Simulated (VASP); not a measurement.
Input:

```
ZrS2
1.0
    1.83992    -3.18684     0.00000
    1.83992     3.18684     0.00000
    0.00000     0.00000     5.82716
Zr S
1 2
Direct
  0.00000   0.00000   0.00000
  0.33333   0.66667   0.24970
  0.66667   0.33333   0.75030
```

All values below come from optB88-vdW, VASP's PBE PAW potentials (set 64) (plane waves; VASP). Run with 520 eV cut-off, Gaussian smearing of 0.050 eV, potentials Zr_sv S.

Task: Give the energies of bands 7 to 15 at the high-symmetry points, in eV from the valence-band maximum.

Result: 
```
band      Γ      M      K      A      L      H
----  -----  -----  -----  -----  -----  -----
7     -4.49  -4.39  -3.52  -3.29  -4.52  -3.57
8     -2.86  -2.61  -3.41  -2.81  -3.33  -3.57
9     -2.86  -2.54  -3.41  -2.81  -2.72  -3.09
10    -0.21  -2.54  -2.15  -1.93  -2.35  -2.14
11    -0.21  -1.97  -2.15  -0.37  -1.04  -1.86
12     0.00  -1.35  -1.49  -0.37  -0.81  -1.86
13     1.44   0.99   2.07   1.40   0.82   2.18
14     1.44   3.08   3.02   1.40   3.07   2.70
15     2.20   3.38   3.02   2.54   3.37   2.70
```

The gap is indirect, 0.82 eV, from the valence maximum at Γ-M at 0.11 to the conduction minimum at L.

Measured: gap 1.70 eV (computed value off by -0.88 eV), as given by Miłosz Rybak et al., Nanomaterials (2022), arXiv:2210.12074.

The compound is ZrS2 in the 1T layered structure. It was relaxed first.
